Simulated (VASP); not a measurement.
Mg3CdSe2O2:

```
Mg Cd Se O
1.0
     3.88885    0.00000    0.00000
     0.00000    3.88885    0.00000
     0.00000    0.00000    9.80995
Mg Cd Se O
3 1 2 2
Direct
  0.00000 0.00000 0.50000
  0.50000 0.50000 0.34802
  0.50000 0.50000 0.65198
  0.00000 0.00000 0.00000
  0.50000 0.00000 0.18066
  0.00000 0.50000 0.81934
  0.50000 0.00000 0.56186
  0.00000 0.50000 0.43814
```

The cell was built by a generator and needn't be a form met in nature.

Base run:

- Program: VASP 6.6.1
- Functional: HSE06
- Potentials or basis: VASP PAW PBE potentials, release 64 (Mg, Cd, Se, O)
- Cutoff: 520 eV
- k mesh: 6 × 6 × 2
- Occupations: gaussian, width 0.02 eV
- Spin: no spin polarisation

Its results: band gap on the k mesh 2.08 eV, indirect (least direct gap 2.17 eV); pressure -2.2 GPa.

Problem. The run is repeated on the same cell with these changes: functional from HSE06 to PBE; further incar settings from ALGO = Normal; EDIFF = 1e-05; NBANDS = 31 to ALGO = Fast; EDIFF = 1e-06; NBANDS = 31. What comes out?

Solution. Band gap on the k mesh 1.09 eV, indirect (least direct gap 1.17 eV); pressure 0.0 GPa.

Caveats: the PAW data sets were made with another functional, which shifts forces and pressure a little (some runs).

A k mesh can miss the band edges.
